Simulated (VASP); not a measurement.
Data:

```xyz
5
Lattice="6.2279 0.0000 0.0000 0.0000 6.2279 0.0000 0.0000 0.0000 6.2279" Properties=species:S:1:pos:R:3 pbc="T T T"
Cs     0.0000     0.0000     0.0000
Sn     3.1139     3.1139     3.1139
I      3.1139     0.0000     3.1139
I      0.0000     3.1139     3.1139
I      3.1139     3.1139     0.0000
```

The numbers are results of AM05 GGA, VASP's PBE PAW potentials (set 64) (plane waves; VASP), not measurements. Numerical set-up: 520 eV cut-off, Gaussian smearing of 0.050 eV, potentials Cs_sv Sn_d I.

Unless said otherwise, spin-orbit coupling is left out, though it shifts the bands of the heavy elements here.

### Question
Give the energies of bands 13 to 25 at the high-symmetry points, in eV from the valence-band maximum.

### Answer

```csv
band,Γ,X,M,R
13,-6.26,-7.11,-7.81,-8.46
14,-4.63,-4.52,-4.36,-3.19
15,-4.63,-4.52,-3.35,-3.19
16,-4.63,-3.00,-2.64,-3.19
17,-2.26,-2.50,-2.64,-2.46
18,-2.26,-2.50,-2.56,-2.46
19,-2.26,-2.42,-2.56,-1.68
20,-2.11,-2.23,-2.46,-1.68
21,-2.11,-2.23,-1.69,-1.68
22,-2.11,-1.54,-0.76,0.00
23,2.31,1.09,0.77,0.33
24,3.27,3.83,0.77,0.33
25,3.27,4.05,3.96,0.33
```

The gap is direct, 0.33 eV, from the valence maximum at R to the conduction minimum at R.

The compound is CsSnI3 in the cubic perovskite structure, the ideal cubic form; the compound distorts at low or room temperature. It was relaxed first.
